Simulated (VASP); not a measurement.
Input:

```xyz
2
Lattice="0.0000 2.6024 2.6024 2.6024 0.0000 2.6024 2.6024 2.6024 0.0000" Properties=species:S:1:pos:R:3 pbc="T T T"
Sr     0.0000     0.0000     0.0000
O      2.6024     2.6024     2.6024
```

Method: PBE0 hybrid, VASP's PBE PAW potentials (set 64) (plane waves; VASP). Run with 520 eV cut-off, 6×6×6 Γ-centred mesh, Gaussian smearing of 0.050 eV, potentials Sr_sv O.

Question: Give the stress tensor in GPa (positive for a compressed cell).

Answer: 
```
-2.18   0.00   0.00
 0.00  -2.18   0.00
 0.00   0.00  -2.18
```
The pressure is its mean diagonal, -2.18 GPa.

The compound is SrO in the rock salt structure. It was relaxed first. The cell's shape comes from a PBE relaxation.
